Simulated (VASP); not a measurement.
Input:

```yaml
crystal:
  lattice:
    - [3.31954, 0.00000, 0.00000]
    - [0.00000, 5.70115, 0.00000]
    - [0.00000, 0.00000, 3.81374]
  atoms:
    - { symbol: Sn, position: [0.00000, 0.23564, 0.53174] }
    - { symbol: Sn, position: [0.50000, 0.76436, 0.03174] }
    - { symbol: O, position: [0.00000, 0.88201, 0.71826] }
    - { symbol: O, position: [0.50000, 0.11799, 0.21826] }
```

The numbers are results of PBEsol GGA with spin-orbit coupling, VASP's PBE PAW potentials (set 64) (plane waves; VASP), not measurements. Settings: 520 eV cut-off, 6×4×5 Γ-centred mesh, Gaussian smearing of 0.050 eV, potentials Sn_d O.

The path is coarsely sampled, so an indirect gap can come out somewhat too large. Without a dispersion term in the relaxation, distances and binding between the weakly bound layers, chains or molecules are unreliable, and so is what depends on them.

Question: Predict the energy per atom (σ→0), band gap (over mesh and band path) with the smallest direct gap where there is one.

Answer: 
```json
{
 "band gap (over mesh and band path)": "1.11 eV",
 "smallest direct gap (over mesh and band path)": "1.71 eV",
 "energy per atom (σ→0)": "-5.978 eV/atom"
}
```

Total energies compare only between runs with the same potentials, cut-off and functional.

The structure comes from a computed database's SnO entry (Pmn2_1); how it stands against other phases isn't given here. It was relaxed first, which changed the volume by -10 %.
